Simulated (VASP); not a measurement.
Crystal: Ba2C.

```
Ba C
1.0
     4.08900    0.00000    0.00000
    -2.04450    3.54118    0.00000
     0.00000    0.00000    7.02215
Ba C
2 1
Direct
  0.33333 0.66667 0.73985
  0.66667 0.33333 0.26015
  0.00000 0.00000 0.50000
```

The cell was built by a generator and needn't be a form met in nature.

- Program: VASP 6.6.1
- Task: relaxation of cell and atoms
- Functional: PBE
- Potentials or basis: VASP PAW PBE potentials, release 64 (Ba_sv, C)
- Cutoff: 600 eV
- k mesh: 6 × 6 × 4
- Occupations: gaussian, width 0.1 eV
- Spin: no spin polarisation

At the start: pressure -0.5 GPa; volume 33.89 Å³/atom.

**Question.** How do energy, volume and symmetry change on relaxing?

**Answer.** Over 10 steps the energy falls by 87.4 meV/atom and the volume is 38.76 Å³/atom (+14.4 %); space group P-3m1 (No. 164, to 0.05 Å).

The path:
| step | energy change (eV) | largest force (eV/Å) | pressure (GPa) | volume (Å³) |
| --- | --- | --- | --- | --- |
| 1 | 0.0000 | 1.2035 | -0.46 | 101.68 |
| 2 | -0.1251 | 0.6452 | 0.68 | 100.24 |
| 3 | -0.1503 | 0.0057 | 2.05 | 98.84 |
| 4 | -0.1536 | 0.1923 | 1.65 | 99.21 |
| 5 | -0.1993 | 0.1837 | 0.60 | 104.40 |
| 6 | -0.2136 | 0.1962 | -0.30 | 110.00 |
| 7 | -0.2304 | 0.1120 | -0.12 | 110.79 |
| 8 | -0.2545 | 0.1361 | 0.49 | 113.03 |
| 9 | -0.2615 | 0.0710 | -0.26 | 117.29 |
| 10 | -0.2621 | 0.0257 | -0.09 | 116.29 |

Final structure:
```
Ba C
1.0
     4.22166    0.00000    0.00000
    -2.11083    3.65607    0.00000
     0.00000    0.00000    7.53402
Ba C
2 1
Direct
  0.33333 0.66667 0.70077
  0.66667 0.33333 0.29923
  0.00000 0.00000 0.50000
```
